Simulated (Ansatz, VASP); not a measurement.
One calculation of CuPt2, two programs

```
Cu Pt
1.0
     0.00000    2.76520    2.76520
     2.76520    0.00000    2.76520
     2.76520    2.76520    0.00000
Cu Pt
1 2
Direct
  0.00000 0.00000 0.00000
  0.25000 0.25000 0.25000
  0.75000 0.75000 0.75000
```

Alike in both runs: task relaxation of cell and atoms; functional PBE; k mesh 6 × 6 × 6; occupations gaussian, width 0.1 eV; no spin polarisation.

```csv
,VASP,Ansatz
version,VASP 6.6.1,Ansatz 0.2.0
potentials or method,"VASP PAW PBE potentials, release 64 (Cu, Pt)","scalar-relativistic, plane waves, PAW"
plane-wave cutoff (eV),600,420
valence electrons in the cell,31,55
```

|  | VASP | Ansatz | Ansatz less VASP |
| --- | --- | --- | --- |
| gap on the k mesh at the Fermi level, each at its own relaxed structure (eV) | none | none | - |
| relaxed volume (Å³/atom) | 16.27 | 16.26 | -0.012 |
| relaxed cell length with the largest relative difference (Å) | 4.102 | 4.101 | -0.0010 |
| energy change over the relaxation (meV/atom) | -205 | -206 | -0.5 |

A gap of «none» marks a metal or a gap that the smearing closes. The two sets of potentials don't hold the same shells in valence.

Caveats: the volume moved by over 15 % at a fixed basis, so the end points are rough (VASP). Spin-orbit coupling is left out, which matters for the levels of Pt.
